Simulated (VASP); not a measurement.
# Hg2C (Fm-3m) in VASP: further runs

Runs on Hg2C. Level: PBE. Tasks: single point.

All numbers are computed with VASP 6.6.1; they aren't measurements. Logs are shortened: lines on timing, memory, paths and dates and some standing lists are left out, and cuts for length are marked.

### Step 1. The crystal as given

It takes space group Fm-3m (No. 225, cubic). The conventional cell has a = 5.748 Å, b = 5.748 Å, c = 5.748 Å, α = 90.00°, β = 90.00°, γ = 90.00°. Around C (site symmetry m-3m) lie 8 Hg at 2.49 Å. Around Hg (site symmetry -43m) lie 4 C at 2.49 Å.

The cell comes from a database or a generator and needn't be the stable form of this composition.

### Step 2. Single point, PBE

INCAR reads:

```
PREC = Accurate ; ENCUT = 520
EDIFF = 1E-6 ; ISMEAR = 0
SIGMA = 0.05 ; LREAL = F
LASPH = T ; NELM = 80
ALGO = Normal ; ISIF = 2
LWAVE = F ; LCHARG = F
GGA = PE ; NBANDS = 21
```

KPOINTS reads:

```
regular mesh
0
Gamma
  6 6 6
```

POSCAR reads:

```
Hg2C
1.0
    0.0000000000      2.8740496400      2.8740496400
    2.8740496400      0.0000000000      2.8740496400
    2.8740496400      2.8740496400      0.0000000000
C Hg
1 2
Direct
    0.0000000000      0.0000000000      0.0000000000
    0.2500000000      0.2500000000      0.2500000000
    0.7500000000      0.7500000000      0.7500000000
```

Potentials or basis: VASP PAW PBE potentials, release 64 (C, Hg).

Launch:

```
cat potpaw_PBE.64/C/POTCAR potpaw_PBE.64/Hg/POTCAR > POTCAR
mpirun -np 1 vasp_std > vasp.out
```

OUTCAR:

```text
PREC = Accurate
   ENCUT = 520
   EDIFF = 1E-6
   ISMEAR = 0
   LREAL = F
   LASPH = T
   NELM = 80
   ISIF = 2
   GGA = PE

 ion  position               nearest neighbor table
   1  0.000  0.000  0.000-   2 2.49   3 2.49   3 2.49   3 2.49   3 2.49   2 2.49   2 2.49   2 2.49

   2  0.250  0.250  0.250-   1 2.49   1 2.49   1 2.49   1 2.49   3 2.87   3 2.87   3 2.87   3 2.87
                             3 2.87   3 2.87
   3  0.750  0.750  0.750-   1 2.49   1 2.49   1 2.49   1 2.49   2 2.87   2 2.87   2 2.87   2 2.87
                             2 2.87   2 2.87

  LATTYP: Found a face centered cubic cell.
 ALAT       =     5.7480992800

  Lattice vectors:

 A1 = (   0.0000000000,   2.8740496400,   2.8740496400)
 A2 = (   2.8740496400,   0.0000000000,   2.8740496400)
 A3 = (   2.8740496400,   2.8740496400,   0.0000000000)

Analysis of symmetry for initial positions (statically):
=====================================================================
 Subroutine PRICEL returns:
 Original cell was already a primitive cell.

 Routine SETGRP: Setting up the symmetry group for a
 face centered cubic supercell.

 Subroutine GETGRP returns: Found 48 space group operations
 (whereof 48 operations were pure point group operations)
 out of a pool of 48 trial point group operations.

The static configuration has the point symmetry O_h .

Analysis of symmetry for dynamics (positions and initial velocities):
=====================================================================
 Subroutine PRICEL returns:
 Original cell was already a primitive cell.

 Routine SETGRP: Setting up the symmetry group for a
 face centered cubic supercell.

 Subroutine GETGRP returns: Found 48 space group operations
 (whereof 48 operations were pure point group operations)
 out of a pool of 48 trial point group operations.

The dynamic configuration has the point symmetry O_h .

 Subroutine INISYM returns: Found 48 space group operations
 (whereof 48 operations are pure point group operations),
 and found     1 'primitive' translations

----------------------------------------------------------------------------------------

                                     Primitive cell

  volume of cell :      47.4802

  direct lattice vectors                    reciprocal lattice vectors
     0.000000000  2.874049640  2.874049640    -0.173970551  0.173970551  0.173970551
     2.874049640  0.000000000  2.874049640     0.173970551 -0.173970551  0.173970551
     2.874049640  2.874049640  0.000000000     0.173970551  0.173970551 -0.173970551

  length of vectors
     4.064519980  4.064519980  4.064519980     0.301325834  0.301325834  0.301325834

  position of ions in fractional coordinates (direct lattice)
     0.000000000  0.000000000  0.000000000
     0.250000000  0.250000000  0.250000000
     0.750000000  0.750000000  0.750000000

  ion indices of the primitive-cell ions
   primitive index   ion index
                 1           1
                 2           2
                 3           3

----------------------------------------------------------------------------------------

 KPOINTS: regular mesh

Automatic generation of k-mesh.
 Grid dimensions read from file:
 generate k-points for:    6    6    6

 Generating k-lattice:

  Cartesian coordinates                     Fractional coordinates (reciprocal lattice)
    -0.028995092  0.028995092  0.028995092     0.166666667  0.000000000  0.000000000
     0.028995092 -0.028995092  0.028995092     0.000000000  0.166666667  0.000000000
     0.028995092  0.028995092 -0.028995092     0.000000000  0.000000000  0.166666667

  Length of vectors
     0.050220972  0.050220972  0.050220972

  Shift w.r.t. Gamma in fractional coordinates (k-lattice)
     0.000000000  0.000000000  0.000000000

 Subroutine IBZKPT returns following result:
 ===========================================

 Found     16 irreducible k-points:

 Following reciprocal coordinates:
            Coordinates               Weight
  0.000000  0.000000  0.000000      1.000000
  0.166667  0.000000  0.000000      8.000000
  0.333333  0.000000  0.000000      8.000000
  0.500000  0.000000  0.000000      4.000000
  0.166667  0.166667  0.000000      6.000000
  0.333333  0.166667  0.000000     24.000000
[... 8 lines left out ...]
 -0.333333  0.333333  0.166667     24.000000
 -0.333333  0.500000  0.166667     12.000000
   k-points           NKPTS =     16   k-points in BZ     NKDIM =     16   number of bands    NBANDS=     21
   number of dos      NEDOS =    301   number of ions     NIONS =      3
   total plane-waves  NPLWV =  27000
   dimension x,y,z NGX =    30 NGY =   30 NGZ =   30
   dimension x,y,z NGXF=    60 NGYF=   60 NGZF=   60
   ions per type =               1   2
   NGX,Y,Z   is equivalent  to a cutoff of  12.27, 12.27, 12.27 a.u.
   NGXF,Y,Z  is equivalent  to a cutoff of  24.54, 24.54, 24.54 a.u.
 SYSTEM =  unknown system
   PREC   = accura    normal or accurate (medium, high low for compatibility)
   ISTART =      0    job   : 0-new  1-cont  2-samecut
   ICHARG =      2    charge: 1-file 2-atom 10-const
   ISPIN  =      1    spin polarized calculation?
   LNONCOLLINEAR =      F non collinear calculations
   LSORBIT =      F    spin-orbit coupling
   LASPH  =      T    aspherical Exc in radial PAW
   ENCUT  =  520.0 eV  38.22 Ry    6.18 a.u.   7.56  7.56  7.56*2*pi/ulx,y,z
   NELM   =     80;   NELMIN=  2; NELMDL= -5     # of ELM steps
   EDIFF  = 0.1E-05   stopping-criterion for ELM
   LREAL  =      F    real-space projection
   EDIFFG = 0.1E-04   stopping-criterion for IOM
   NSW    =      0    number of steps for IOM
   IBRION =     -1    ionic relax: 0-MD 1-quasi-New 2-CG
   NFREE  =      0    steps in history (QN), initial steepest desc. (CG)
   ISIF   =      2    stress and relaxation
   ISYM   =      2    0-nonsym 1-usesym 2-fastsym
   POTIM  = 0.5000    time-step for ionic-motion
   TEBEG  =    0.0;   TEEND  =   0.0 temperature during run
   PSTRESS=    0.0 pullay stress
   NELECT =      28.0000    total number of electrons
   NUPDOWN=      -1.0000    fix difference up-down
   EMIN   =  10.00;   EMAX   =-10.00  energy-range for DOS
   EFERMI =   0.00;   METHOD = LEGACY
   ISMEAR =     0;   SIGMA  =   0.05  broadening in eV -4-tet -1-fermi 0-gaus
   EFERMI_NEDOS =   21; number of points for ismear=-14 and -15
   IALGO  =     38    algorithm
   IMIX   =      4    mixing-type and parameters
     AMIX     =   0.40;   BMIX     =  1.00
     AMIX_MAG =   1.60;   BMIX_MAG =  1.00
  volume/ion in A,a.u.               =      15.83       106.80
  Fermi-wavevector in a.u.,A,eV,Ry     =   1.372850  2.594311 25.643152  1.884718
  Thomas-Fermi vector in A             =   2.498420
   LORBIT       =      0    0 simple, 1 ext, 2 COOP (PROOUT), +10 PAW based schemes
   GGA     = PE    functional components
   LHFCALC =     F    Hartree Fock is set to
   AEXX    =    0.0000 exact exchange contribution
   IVDW    =     0    specifies the selected vdW correction
   LEPSILON=     F    determine dielectric tensor
   LRPA    =     F    only Hartree local field effects (RPA)
 non-spin polarized calculation
 Gauss-broadening in eV      SIGMA  =   0.05
  energy-cutoff  :      520.00
  volume of cell :       47.48
 maximum number of plane-waves:      1303
   NGX = 15   NGY = 15   NGZ = 15

 number of electron      28.0000002 magnetization

 Free energy of the ion-electron system (eV)
  ---------------------------------------------------
  ext. energy  EPLUGINS =         0.00000000
  ---------------------------------------------------
  free energy    TOTEN  =        -4.24653237 eV

  energy without entropy =       -4.24555084  energy(sigma->0) =       -4.24604160

 E-fermi :   4.8561     XC(G=0): -11.7824

 val. band max:        4.8219162657   @ k =  -0.1667   0.1667   0.0000
 cond. band min:       5.0274024184   @ k =   0.1667   0.0000   0.0000
 fundamental gap:      0.2054861527
 Fermi energy:         4.8561196845

 k-point     1 :       0.0000    0.0000    0.0000
  band No.  band energies     occupation
      1      -8.4555      2.00000
      2      -4.3768      2.00000
      3      -4.3768      2.00000
      4      -4.3664      2.00000
      5      -4.3664      2.00000
      6      -4.3664      2.00000
[... 13 lines left out ...]
     20      15.4289      0.00000
     21      15.4289      0.00000

 k-point     2 :       0.1667    0.0000    0.0000
  band No.  band energies     occupation
      1      -8.1644      2.00000
      2      -4.3166      2.00000
      3      -4.2939      2.00000
      4      -4.2939      2.00000
      5      -4.1107      2.00000
      6      -4.1107      2.00000
[... 13 lines left out ...]
     20      14.9755      0.00000
     21      14.9848      0.00000

 k-point     3 :       0.3333    0.0000    0.0000
  band No.  band energies     occupation
      1      -7.5056      2.00000
      2      -3.9609      2.00000
      3      -3.9023      2.00000
      4      -3.9023      2.00000
      5      -3.5700      2.00000
      6      -3.5700      2.00000
[... 13 lines left out ...]
     20      15.0647      0.00000
     21      15.0647      0.00000
[... 265 lines left out ...]
 k-point    15 :      -0.3333    0.3333    0.1667
  band No.  band energies     occupation
      1      -6.9296      2.00000
      2      -4.0109      2.00000
      3      -4.0052      2.00000
      4      -3.5709      2.00000
      5      -3.0766      2.00000
      6      -3.0388      2.00000
[... 13 lines left out ...]
     20      14.3963      0.00000
     21      18.0606      0.00000

 k-point    16 :      -0.3333    0.5000    0.1667
  band No.  band energies     occupation
      1      -6.8739      2.00000
      2      -4.3803      2.00000
      3      -3.9776      2.00000
      4      -3.6853      2.00000
      5      -3.4987      2.00000
      6      -2.7833      2.00000
[... 13 lines left out ...]
     20      15.8701      0.00000
     21      17.7484      0.00000

------------------------ aborting loop because EDIFF is reached ----------------------------------------

  FORCE on cell =-STRESS in cart. coord.  units (eV):
  Direction    XX          YY          ZZ          XY          YZ          ZX
  --------------------------------------------------------------------------------------
  -------------------------------------------------------------------------------------
  Total        5.8867005      5.8867005      5.8867005     -0.0000000     -0.0000000      0.0000000
  in kB      198.6413829    198.6413829    198.6413829     -0.0000000     -0.0000000      0.0000000
  external PRESSURE =     198.6413829 kB  Pullay stress =       0.0000000 kB

 VOLUME and BASIS-vectors are now :
 -----------------------------------------------------------------------------
  energy-cutoff  :      520.00
  volume of cell :       47.48
      direct lattice vectors                 reciprocal lattice vectors
     0.000000000  2.874049640  2.874049640    -0.173970551  0.173970551  0.173970551
     2.874049640  0.000000000  2.874049640     0.173970551 -0.173970551  0.173970551
     2.874049640  2.874049640  0.000000000     0.173970551  0.173970551 -0.173970551

 POSITION                                       TOTAL-FORCE (eV/Angst)
 -----------------------------------------------------------------------------------
      0.00000      0.00000      0.00000         0.000000     -0.000000      0.000000
      1.43702      1.43702      1.43702        -0.000000     -0.000000     -0.000000
      4.31107      4.31107      4.31107         0.000000      0.000000      0.000000
 -----------------------------------------------------------------------------------
    total drift:                               -0.000000      0.000000      0.000000

  FREE ENERGIE OF THE ION-ELECTRON SYSTEM (eV)
  ---------------------------------------------------
  free  energy   TOTEN  =        -4.2465323694 eV

  energy  without entropy=       -4.2455508397  energy(sigma->0) =       -4.24604160
```

It took 17 s on 1 thread of Intel Xeon Platinum 8259CL at 2.50GHz (Skylake/Cascade Lake), shared host; peak memory 0.17 GiB.

What came out:

```yaml
Free_energy: -4.2465 eV
Pressure: 19.9 GPa
Band_gap_on_the_k_mesh: none (metal or under the smearing width)
```

Levels at points of the mesh, in eV from the Fermi level:
```tsv
k point	band 11	band 12	band 13	band 14	band 15	band 16	band 17	band 18
(0.00, 0.00, 0.00)	-5.64	-2.84	0.45	0.45	0.45	3.93	3.93	3.93
(0.50, 0.00, 0.00)	-6.95	-6.54	-1.48	-0.31	-0.31	4.09	5.93	5.93
(0.50, 0.50, 0.00)	-5.70	-4.16	-3.10	-3.10	0.58	1.51	4.35	7.32
```

Caveat: so large a pressure means that the cell lies far from this level's equilibrium, or that cutoff or potentials fall short. Spin-orbit coupling is left out, which matters for the levels of Hg.

### Step 3. Single point, PBE

This run uses another cell than the first one, of 18.55 Å³/atom, 1.172 times its volume.

INCAR reads:

```
  PREC = Accurate
  ENCUT = 520
  EDIFF = 1E-7
  ISMEAR = 0
  SIGMA = 0.05
  LREAL = False
  LASPH = True
  NELM = 80
  ALGO = Normal
  ISIF = 2
  LWAVE = False
  LCHARG = False
  GGA = PE
  NBANDS = 21
```

KPOINTS reads:

```
Automatic mesh
0
Gamma
  6 6 6
```

POSCAR reads:

```
Hg2C
1.0
    0.0000000000      3.0302835255      3.0302835255
    3.0302835255      0.0000000000      3.0302835255
    3.0302835255      3.0302835255      0.0000000000
C Hg
1 2
Direct
    0.0000000000      0.0000000000      0.0000000000
    0.2500000000      0.2500000000      0.2500000000
    0.7500000000      0.7500000000      0.7500000000
```

Potentials or basis: VASP PAW PBE potentials, release 64 (C, Hg).

Launch:

```
cat potpaw_PBE.64/C/POTCAR potpaw_PBE.64/Hg/POTCAR > POTCAR
mpirun -np 1 vasp_std > vasp.out
```

Wall time 17 s (1 thread of Intel Xeon Platinum 8259CL at 2.50GHz (Skylake/Cascade Lake), shared host); peak memory 0.17 GiB.

Results (log left out):

```
Free energy            : -4.6993 eV
Pressure               : 0.9 GPa
Band gap on the k mesh : none (metal or under the smearing width)
```

Levels at points of the mesh, in eV from the Fermi level:
```tsv
k point	band 12	band 13	band 14	band 15	band 16	band 17
(0.00, 0.00, 0.00)	-3.05	0.38	0.38	0.38	3.86	3.86
(0.50, 0.00, 0.00)	-6.17	-1.85	-0.30	-0.30	3.60	5.53
(0.50, 0.50, 0.00)	-4.11	-2.42	-2.42	-0.03	1.37	3.71
```

[end of part 1 of 2]
